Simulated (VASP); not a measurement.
# WSe2: the relaxed cell at several levels

Which functional gives the lattice of WSe2 as experiment finds it, and is a dearer one worth its cost? The levels: LDA, PBEsol, PBE, r2SCAN, PBE + D3(BJ), r2SCAN + rVV10, optB86b-vdW and rev-vdW-DF2. The start is a cell from a database of measured crystal structures.

Main program and level: VASP 6.6.1; LDA; plane waves and PAW (W, Se), in the first sound run; inputs show where later runs differ.

**Measured values to reproduce.**

“Pressure coefficients for direct optical transitions in MoS2, MoSe2, WS2, and WSe2 crystals and semiconductor to metal transitions” (2016, pmc:4877596) quotes from earlier work for WSe2, 2H (literature value): lattice constant c (c, literature experiment) 12.96 Å [literature value].

Most raw output is cut from this account.

The database entry behind the starting cell differs from later determinations by our own check (a about 0.2 % long), so it need not match the best structure at ambient conditions.

## (1) Starting point

Before any relaxation, the start is as follows. Symmetry: P6_3/mmc, No. 194, hexagonal system. The conventional cell has a = 3.290 Å, b = 3.290 Å, c = 12.970 Å, α = 90.00°, β = 90.00°, γ = 120.00°. W has 6 Se at 2.53 Å nearest. Nearest to Se lie 3 W at 2.53 Å. Farther neighbours and most contacts between anions are not listed.

## (2) Relaxation with LDA

Properties are meant for the cell that this level of theory prefers, so cell and atoms are relaxed first (ISIF = 3) until forces and stress are small; EDIFFG sets the threshold. LDA, the lowest rung, knows the local density alone.

File INCAR:

```
SYSTEM = WSe2
PREC = Accurate
ENCUT = 520
EDIFF = 1E-06
NELM = 100
ISMEAR = -1
SIGMA = 0.05
LREAL = .FALSE.
ALGO = Normal
GGA = CA
NBANDS = 24
LASPH = .TRUE.
LORBIT = 11
LWAVE = .FALSE.
LCHARG = .FALSE.
KPAR = 4
IBRION = 2
NSW = 60
ISIF = 3
EDIFFG = -0.01
```

File POSCAR:

```
WSe2
1.0
    3.2900000000      0.0000000000      0.0000000000
   -1.6450000000      2.8492235785      0.0000000000
    0.0000000000      0.0000000000     12.9700000000
W Se
2 4
Direct
    0.3333333333      0.6666666667      0.2500000000
    0.6666666667      0.3333333333      0.7500000000
    0.3333333333      0.6666666667      0.6210000000
    0.6666666667      0.3333333333      0.1210000000
    0.3333333333      0.6666666667      0.8790000000
    0.6666666667      0.3333333333      0.3790000000
```

File KPOINTS:

```
Automatic mesh
0
Gamma
8 8 2
0 0 0
```

Potentials, in the order of the species: W and Se (PBE family, release 64).

Command:

```sh
$ mpirun -np 4 vasp_std
```

The job ended after 55 s (4 MPI ranks of Intel Xeon 6975P-C (Granite Rapids), shared host; peak memory 0.89 GiB; 3.6 min of CPU time).

The gap is read on the k-mesh alone, so it is an upper bound where the band edges lie off the mesh. The bonds form layers, held to each other by dispersion, which LDA lacks; its overbinding stands in for it by accident. The PAW data sets were made with PBE, though LDA sets exist; this is a small mismatch. The data set W keeps the semicore shell frozen, which is cheaper and a little less accurate. The run keeps the 24 symmetry operations of its start, so it cannot find a distortion of lower symmetry.

The steps of the relaxation:

```csv
step,energy less that of the first step (eV),largest force (eV/Å),pressure (GPa),volume (Å³)
1,0.0000,0.2684,-3.39,121.58
2,0.1071,1.0971,8.02,114.20
3,-0.0286,0.1311,-0.14,119.19
4,-0.0287,0.1393,-0.08,119.14
5,-0.0328,0.0315,-0.02,118.61
6,-0.0328,0.0302,-0.02,118.60
7,-0.0331,0.0217,-0.07,118.56
8,-0.0335,0.0050,-0.22,118.42
9,-0.0335,0.0581,-0.53,118.13
10,-0.0337,0.0314,-0.38,118.28
11,-0.0337,0.0287,-0.36,118.24
12,-0.0339,0.0231,-0.30,118.14
13,-0.0341,0.0113,-0.19,117.94
14,-0.0341,0.0135,0.05,117.55
15,-0.0341,0.0072,0.01,117.65
16,-0.0341,0.0016,-0.08,117.79
17,-0.0341,0.0029,-0.04,117.71
```

```csv
"conventional cell, symmetrised",before,after,change
a (Å),3.290,3.255,-1.1 %
b (Å),3.290,3.255,-1.1 %
c (Å),12.970,12.829,-1.1 %
volume (Å³/atom),20.26,19.62,-3.2 %
```

The atoms that moved most (Å, as changes of fractional coordinates times the final cell):

```csv
atom,dx,dy,dz,length
Se3,0.000,0.000,-0.015,0.015
Se5,0.000,0.000,0.015,0.015
Se4,0.000,0.000,-0.015,0.015
Se6,0.000,0.000,0.015,0.015
```

The relaxed structure:

```xyz
6
Lattice="3.2550 0.0000 0.0000 -1.6275 2.8189 0.0000 0.0000 0.0000 12.8292" Properties=species:S:1:pos:R:3 pbc="T T T"
W     0.0000    1.8793    3.2073
W     1.6275    0.9396    9.6219
Se    0.0000    1.8793    7.9516
Se    1.6275    0.9396    1.5370
Se    0.0000    1.8793   11.2922
Se    1.6275    0.9396    4.8776
```

This step gave:

- electrons: 36
- bands: 24
- irreducible k-points: 20
- symmetry operations: 24
- free energy (TOTEN): -48.76 eV
- Fermi energy: 5.799 eV
- pressure: -0.04240 GPa
- metallic: no
- valence top at k: 0, 0, 0
- conduction bottom at k: 0.25, 0.125, 0
- least direct gap at k: 0.375, 0.25, 0
- SCF cycles over all ionic steps: 106
- gap on the k-mesh: 0.9952 eV
- least direct gap on the k-mesh: 1.957 eV

It ends with a largest force of 0.003 eV/Å and a pressure of -0.04 GPa. The volume lies -3.2 % from that of the database's start, which holds the thermal and zero-point expansion of its experiment. LDA is known to overbind. The conventional cell has a = 3.255 and c = 12.829 Å.

## (3) Relaxation with PBEsol

This step: PBEsol; plane waves and PAW (W, Se) (VASP 6.6.1).

PBEsol restores the gradient expansion of exchange and is tuned for the cells of solids.

INCAR, as its differences from that of step 2:

```diff
@@ -9,3 +9,3 @@
 ALGO = Normal
-GGA = CA
+GGA = PS
 NBANDS = 24
```

POSCAR is that of step 2.

KPOINTS is that of step 2.

Command:

```sh
$ mpirun -np 4 vasp_std
```

Elapsed: 50 s, on 4 MPI ranks; peak memory 1 GiB.

The bonds form layers, held to each other by dispersion, which PBEsol lacks, so the spacing between them is unreliable. The PAW data sets were made with PBE, which is usual practice but a small mismatch for other functionals.

The steps of the relaxation:

```csv
step,energy less that of the first step (eV),largest force (eV/Å),pressure (GPa),volume (Å³)
1,0.0000,0.1509,-1.50,121.58
2,0.0151,0.3859,3.23,118.27
3,-0.0074,0.0393,0.15,120.36
4,-0.0098,0.0499,0.08,120.26
5,-0.0098,0.0491,0.08,120.26
6,-0.0102,0.0456,0.07,120.40
7,-0.0114,0.0359,0.03,120.83
8,-0.0128,0.0166,-0.02,121.70
9,-0.0123,0.0230,-0.08,123.43
10,-0.0131,0.0017,-0.05,122.39
```

```csv
"conventional cell, symmetrised",before,after,change
a (Å),3.290,3.269,-0.6 %
b (Å),3.290,3.269,-0.6 %
c (Å),12.970,13.220,+1.9 %
volume (Å³/atom),20.26,20.40,+0.7 %
```

The atoms that moved most (Å, as changes of fractional coordinates times the final cell):

```csv
atom,dx,dy,dz,length
Se3,0.000,0.000,0.032,0.032
Se4,0.000,0.000,0.032,0.032
Se5,0.000,0.000,-0.032,0.032
Se6,0.000,0.000,-0.032,0.032
```

Final coordinates:

```xyz
6
Lattice="3.2695 0.0000 0.0000 -1.6347 2.8315 0.0000 0.0000 0.0000 13.2204" Properties=species:S:1:pos:R:3 pbc="T T T"
W     0.0000    1.8876    3.3051
W     1.6347    0.9438    9.9153
Se    0.0000    1.8876    8.2416
Se    1.6347    0.9438    1.6314
Se    0.0000    1.8876   11.5891
Se    1.6347    0.9438    4.9788
```

This step gave:

```
free energy (TOTEN)             : -46.68 eV
Fermi energy                    : 5.520 eV
pressure                        : -0.04757 GPa
SCF cycles over all ionic steps : 75
gap on the k-mesh               : 1.161 eV
least direct gap on the k-mesh  : 1.947 eV
```

It ends at 20.40 Å³/atom, +0.7 % from the start, with -0.05 GPa left. The conventional cell has a = 3.269 and c = 13.220 Å.

## (4) Relaxation with PBE

This step: PBE; plane waves and PAW (W, Se) (VASP 6.6.1).

PBE, the usual starting point, adds the gradient of the density.

INCAR, as its differences from that of step 3:

```diff
@@ -9,3 +9,3 @@
 ALGO = Normal
-GGA = PS
+GGA = PE
 NBANDS = 24
```

POSCAR is that of step 3.

KPOINTS is that of step 3.

Command:

```sh
$ mpirun -np 4 vasp_std
```

Wall time 2.7 min (4 MPI ranks); peak memory 1 GiB.

The bonds form layers, held to each other by dispersion, which PBE lacks, so the spacing between them is unreliable. After so large a change of volume the plane waves of the start cell no longer fit, so the final stress carries a basis-set error.

Relaxation path (22 of 39):

```csv
step,energy less that of the first step (eV),largest force (eV/Å),pressure (GPa),volume (Å³)
1,0.0000,0.1279,3.30,121.58
3,-0.0264,0.2756,0.12,124.13
5,-0.0495,0.0161,-0.14,127.43
6,-0.0571,0.0167,-0.12,127.88
8,-0.0959,0.0161,0.34,131.86
10,-0.1004,0.0390,1.07,134.56
12,-0.1049,0.1190,-0.06,136.63
14,-0.1084,0.0173,-0.09,137.86
15,-0.1085,0.0104,0.10,137.75
17,-0.1086,0.0035,0.09,137.80
19,-0.1089,0.0303,0.00,138.15
21,-0.1089,0.0452,-0.13,138.38
23,-0.1091,0.0366,-0.12,138.59
25,-0.1093,0.0022,-0.15,139.58
26,-0.1094,0.0100,-0.16,139.28
28,-0.1096,0.0275,0.12,139.23
30,-0.1100,0.0003,0.15,139.51
32,-0.1101,0.0272,-0.03,139.77
34,-0.1101,0.0239,-0.03,139.74
35,-0.1101,0.0237,-0.02,139.74
37,-0.1102,0.0008,-0.03,140.02
39,-0.1102,0.0095,-0.03,139.90
```

```csv
cell as run,before,after,change
a (Å),3.290,3.317,+0.8 %
b (Å),3.290,3.317,+0.8 %
c (Å),12.970,14.680,+13.2 %
volume (Å³/atom),20.26,23.32,+15.1 %
```

The atoms that moved most (Å, as changes of fractional coordinates times the final cell):

```csv
atom,dx,dy,dz,length
Se4,0.000,0.000,0.217,0.217
Se6,0.000,0.000,-0.217,0.217
Se3,0.000,0.000,0.217,0.217
Se5,0.000,0.000,-0.217,0.217
```

The relaxed structure:

```cif
data_structure
_symmetry_space_group_name_H-M 'P 1'
_symmetry_Int_Tables_number 1
_cell_length_a 3.3172
_cell_length_b 3.3172
_cell_length_c 14.6803
_cell_angle_alpha 90.000
_cell_angle_beta 90.000
_cell_angle_gamma 120.000
_cell_volume 139.90
loop_
_atom_site_label
_atom_site_type_symbol
_atom_site_fract_x
_atom_site_fract_y
_atom_site_fract_z
_atom_site_occupancy
W1 W 0.33333 0.66667 0.25000 1
W2 W 0.66667 0.33333 0.75000 1
Se3 Se 0.33333 0.66667 0.63577 1
Se4 Se 0.66667 0.33333 0.13577 1
Se5 Se 0.33333 0.66667 0.86423 1
Se6 Se 0.66667 0.33333 0.36423 1
```

It ends at 23.32 Å³/atom, +15.1 % from the start, with -0.03 GPa left. The conventional cell has a = 3.317 and c = 14.680 Å. That is far more than a functional's usual error.

## (5) Relaxation with r2SCAN

This step: r2SCAN; plane waves and PAW (W, Se) (VASP 6.6.1).

r2SCAN adds the kinetic-energy density, costs more than a GGA and is run with LASPH.

INCAR, as its differences from that of step 4:

```diff
@@ -9,5 +9,5 @@
 ALGO = Normal
-GGA = PE
+METAGGA = R2SCAN
+LASPH = .TRUE.
 NBANDS = 24
-LASPH = .TRUE.
 LORBIT = 11
```

POSCAR is that of step 4.

KPOINTS is that of step 4.

Command:

```sh
$ mpirun -np 4 vasp_std
```

Wall time 3.4 min (4 MPI ranks); peak memory 1.1 GiB; 14 min of CPU time.

The bonds form layers, held to each other by dispersion, which r2SCAN holds only at short range, so the spacing between them may come out too wide.

Relaxation path:

```csv
step,energy less that of the first step (eV),largest force (eV/Å),pressure (GPa),volume (Å³)
1,0.0000,0.2203,1.08,121.58
2,-0.0132,0.2851,-0.76,123.99
3,-0.0132,0.2832,-0.71,123.92
4,-0.0216,0.0410,0.22,124.20
5,-0.0218,0.0031,0.41,124.24
6,-0.0312,0.0038,0.24,125.06
7,-0.0483,0.0033,0.03,127.50
8,-0.0501,0.0107,0.03,132.35
9,-0.0529,0.0172,0.03,130.58
10,-0.0531,0.0190,0.04,129.94
11,-0.0531,0.0187,0.05,130.06
12,-0.0531,0.0183,0.04,130.19
13,-0.0529,0.0400,-0.25,130.24
14,-0.0531,0.0040,-0.05,130.20
```

```csv
"conventional cell, symmetrised",before,after,change
a (Å),3.290,3.310,+0.6 %
b (Å),3.290,3.310,+0.6 %
c (Å),12.970,13.721,+5.8 %
volume (Å³/atom),20.26,21.70,+7.1 %
```

The atoms that moved most (Å, as changes of fractional coordinates times the final cell):

```csv
atom,dx,dy,dz,length
Se4,0.000,0.000,0.110,0.110
Se6,0.000,0.000,-0.110,0.110
Se3,0.000,0.000,0.110,0.110
Se5,0.000,0.000,-0.110,0.110
```

Final coordinates:

```xyz
6
Lattice="3.3102 0.0000 0.0000 -1.6551 2.8667 0.0000 0.0000 0.0000 13.7207" Properties=species:S:1:pos:R:3 pbc="T T T"
W     0.0000    1.9111    3.4302
W     1.6551    0.9556   10.2906
Se    0.0000    1.9111    8.6308
Se    1.6551    0.9556    1.7704
Se    0.0000    1.9111   11.9503
Se    1.6551    0.9556    5.0900
```

It ends at 21.70 Å³/atom, +7.1 % from the start, with -0.05 GPa left. The conventional cell has a = 3.310 and c = 13.721 Å.

## (6) Relaxation with PBE + D3(BJ)

This step: PBE with D3(BJ); plane waves and PAW (W, Se) (VASP 6.6.1).

A dispersion term adds the long-range attraction that semilocal functionals lack. D3 with Becke-Johnson damping keeps a finite attraction at short range.

INCAR, as its differences from that of step 5:

```diff
@@ -9,5 +9,6 @@
 ALGO = Normal
-METAGGA = R2SCAN
+GGA = PE
+IVDW = 12
+NBANDS = 24
 LASPH = .TRUE.
-NBANDS = 24
 LORBIT = 11
```

POSCAR is that of step 5.

KPOINTS is that of step 5.

Command:

```sh
$ mpirun -np 4 vasp_std
```

Elapsed: 47 s, on 4 MPI ranks; peak memory 1 GiB; 3.1 min of CPU time.

It ends at 19.78 Å³/atom, -2.4 % from the start, with 0.04 GPa left. The conventional cell has a = 3.275 and c = 12.782 Å. Against plain PBE, the dispersion term moves a by -1.3 % and c by -12.9 %.

## (7) Relaxation with r2SCAN + rVV10

This step: r2SCAN with rVV10; plane waves and PAW (W, Se) (VASP 6.6.1).

LUSE_VDW switches on a nonlocal correlation term for dispersion.

INCAR, as its differences from that of step 6:

```diff
@@ -9,6 +9,9 @@
 ALGO = Normal
-GGA = PE
-IVDW = 12
+METAGGA = R2SCAN
+LUSE_VDW = .TRUE.
+IVDW_NL = 2
+BPARAM = 11.95
+CPARAM = 0.0093
+LASPH = .TRUE.
 NBANDS = 24
-LASPH = .TRUE.
 LORBIT = 11
```

POSCAR is that of step 6.

KPOINTS is that of step 6.

Command:

```sh
$ mpirun -np 4 vasp_std
```

It took 8.9 min on 4 MPI ranks; peak memory 1.9 GiB.

It ends at 20.67 Å³/atom, +2.0 % from the start, with 0.01 GPa left. The conventional cell has a = 3.298 and c = 13.164 Å. Against plain r2SCAN, the dispersion term moves a by -0.4 % and c by -4.1 %.

## (8) Relaxation with optB86b-vdW

This step: optB86b-vdW; plane waves and PAW (W, Se) (VASP 6.6.1).

optB86b-vdW pairs nonlocal correlation with a less repulsive exchange of B86b form.

INCAR, as its differences from that of step 7:

```diff
@@ -9,7 +9,7 @@
 ALGO = Normal
-METAGGA = R2SCAN
+GGA = MK
+AGGAC = 0
 LUSE_VDW = .TRUE.
-IVDW_NL = 2
-BPARAM = 11.95
-CPARAM = 0.0093
+PARAM1 = 0.1234
+PARAM2 = 1
 LASPH = .TRUE.
```

POSCAR is that of step 7.

KPOINTS is that of step 7.

Command:

```sh
$ mpirun -np 4 vasp_std
```

Elapsed: 9.3 min, on 4 MPI ranks; peak memory 2.2 GiB; 31 min of CPU time.

It ends at 20.60 Å³/atom, +1.6 % from the start, with 0.04 GPa left. The conventional cell has a = 3.298 and c = 13.119 Å.

## (9) Relaxation with rev-vdW-DF2

This step: rev-vdW-DF2; plane waves and PAW (W, Se) (VASP 6.6.1).

rev-vdW-DF2 revises the exchange of vdW-DF2 for solids.

INCAR, as its differences from that of step 8:

```diff
@@ -13,3 +13,4 @@
 PARAM1 = 0.1234
-PARAM2 = 1
+PARAM2 = 0.711357
+ZAB_VDW = -1.8867
 LASPH = .TRUE.
```

POSCAR is that of step 8.

KPOINTS is that of step 8.

Command:

```sh
$ mpirun -np 4 vasp_std
```

The job ended after 8.6 min (4 MPI ranks; peak memory 2.1 GiB; 29 min of CPU time).

It ends at 20.54 Å³/atom, +1.4 % from the start, with 0.05 GPa left. The conventional cell has a = 3.298 and c = 13.083 Å.

## (10) The cells as a table

This step: relaxed cells at several levels; plane waves and PAW (VASP 6.6.1).

Derived from the runs above.

Lengths are those of the conventional cell; cost is the wall time of each run, as given at its step, times its ranks, without the set-up around it. Results by level, by row:

```csv
level,volume (Å³/atom),change from the start (%),a (Å),c (Å),cost (core minutes)
LDA,19.62,-3.2,3.255,12.83,3.67
PBEsol,20.4,0.7,3.269,13.22,3.33
PBE,23.32,15.1,3.317,14.68,10.9
r2SCAN,21.7,7.1,3.31,13.72,13.6
PBE + D3(BJ),19.78,-2.4,3.275,12.78,3.13
r2SCAN + rVV10,20.67,2,3.298,13.16,35.5
optB86b-vdW,20.6,1.6,3.298,13.12,37.3
rev-vdW-DF2,20.54,1.4,3.298,13.08,34.4
```

## (11) Results

```
volume, LDA            : 19.62 Å³/atom
volume, PBEsol         : 20.40 Å³/atom
volume, PBE            : 23.32 Å³/atom
volume, r2SCAN         : 21.70 Å³/atom
volume, PBE + D3(BJ)   : 19.78 Å³/atom
volume, r2SCAN + rVV10 : 20.67 Å³/atom
volume, optB86b-vdW    : 20.60 Å³/atom
volume, rev-vdW-DF2    : 20.54 Å³/atom
```

**Reading.** For WSe2 the levels give volumes between 19.62 Å³/atom (LDA) and 23.32 Å³/atom (PBE), a spread of 18.8 %, while the cost of the finished runs spans a factor of 12. Only c has a measured value here, so the levels are not ranked on the whole cell. The costs hold the number of ionic steps as well as the price of the functional. The closing table has room for seven levels; optB86b-vdW stands in the table of levels alone. Adding D3(BJ) to PBE changes the volume by -15.2 % (a by -1.3 % and c by -12.9 %). Adding rVV10 to r2SCAN changes the volume by -4.8 % (a by -0.4 % and c by -4.1 %). The bonds form layers, and the correction acts mostly on one axis: the spacing that dispersion holds. Within 0.02 Å all end in space group P6_3/mmc; the runs can't lower the symmetry of the start. Spin-orbit coupling is left out. Each is a single relaxation on the plane waves of the start cell, so larger changes of volume carry a basis-set error that was not tested here.

Comparison with the measured values:

| quantity | measured | LDA | PBEsol | PBE | r2SCAN | PBE + D3(BJ) | r2SCAN + rVV10 | rev-vdW-DF2 |
| --- | --- | --- | --- | --- | --- | --- | --- | --- |
| lattice constant c (Å) | 12.96 | 12.829 (-1.0 %) | 13.220 (+2.0 %) | 14.680 (+13.3 %) | 13.721 (+5.9 %) | 12.782 (-1.4 %) | 13.164 (+1.6 %) | 13.083 (+0.9 %) |

Measured values from pmc:4877596 (2016).

How well it matches: For the lattice constant c, of the levels listed nearest comes rev-vdW-DF2 (+0.9 %, fair agreement) and farthest PBE (+13.3 %, a clear miss). The grades are ours: good and fair within 0.8 and 2 % for the lattice constant c. Zero-point motion and thermal expansion are not in the computed lattice constants.

[Lines on the potential files, build, host, timing and source positions are cut from VASP's logs without a mark.]

[Logs are printed without paths, hosts, clocks, repeated set-up lines and the standing remarks that a program may print on its own settings, such as how far it seeks lower states.]

[Hosts, paths, dates, database ids (printed as entryN), source tags and the programs' standing remarks are cut or masked in the printed files.]

[A measured line is paired with the nearest computed mode of its activity, which favours agreement.]
